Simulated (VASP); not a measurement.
Set up this calculation in VASP 6.6.1, as the native input.

| Property | Result |
| --- | --- |
| Task | single point |
| Functional | PBE |
| Potentials or basis | VASP PAW PBE potentials, release 64 (Al, In_d, N) |
| Cutoff | 520 eV |
| k mesh | 7 × 7 × 7 |
| Occupations | gaussian, width 0.05 eV |
| Spin | no spin polarisation |
| Further INCAR settings | PREC = Normal; LREAL = Auto; ALGO = Fast; EDIFF = 1e-05; NBANDS = 46 |

The structure of Al2InN3 lies in POSCAR:

```
Al2InN3
1.0
   -3.2554800000      3.2554800000     13.8786600000
    1.6277400000     -1.6277400000      6.9393300000
    1.6277400000      1.6277400000     -6.9393300000
Al In N
4 2 6
Direct
    0.3374400000      0.6748800000      0.0000000000
    0.8374400000      0.6748800000      0.0000000000
    0.1625600000      0.3251200000      0.0000000000
    0.6625600000      0.3251200000      0.0000000000
    0.0000000000      0.0000000000      0.0000000000
    0.5000000000      0.0000000000      0.0000000000
    0.1992180000      0.8984360000      0.5000000000
    0.6992180000      0.8984360000      0.5000000000
    0.0507820000      0.6015640000      0.5000000000
    0.5507820000      0.6015640000      0.5000000000
    0.3750000000      0.2500000000      0.5000000000
    0.8750000000      0.2500000000      0.5000000000
```

The cell was built by a generator and needn't be a form met in nature.

These files were run (other wordings do the same):

INCAR

```
  PREC = Normal
  ENCUT = 520
  EDIFF = 1E-5
  ISMEAR = 0
  SIGMA = 0.05
  LREAL = Auto
  LASPH = True
  NELM = 80
  ALGO = Fast
  ISIF = 2
  LWAVE = False
  LCHARG = False
  GGA = PE
  NBANDS = 46
```

KPOINTS

```
Automatic mesh
0
Gamma
  7 7 7
```

Potentials or basis: VASP PAW PBE potentials, release 64 (Al, In_d, N).

The run is started by

```console
$ cat potpaw_PBE.64/Al/POTCAR potpaw_PBE.64/In_d/POTCAR potpaw_PBE.64/N/POTCAR > POTCAR
$ mpirun -np 1 vasp_std > vasp.out
```

It gave:

```yaml
Pressure: 0.0 GPa
Largest_force: 0.006 eV/Å
Band_gap_on_the_k_mesh: 1.63 eV
```

Caveat: spin-orbit coupling is left out, which moves the levels of the heavy elements; an odd mesh through Γ misses points on the zone boundary, where band edges often lie.

Run time: 35 min on 1 thread of Intel(R) Xeon(R) Platinum 8488C (Sapphire Rapids), on a shared host, peak memory 0.64 GiB.
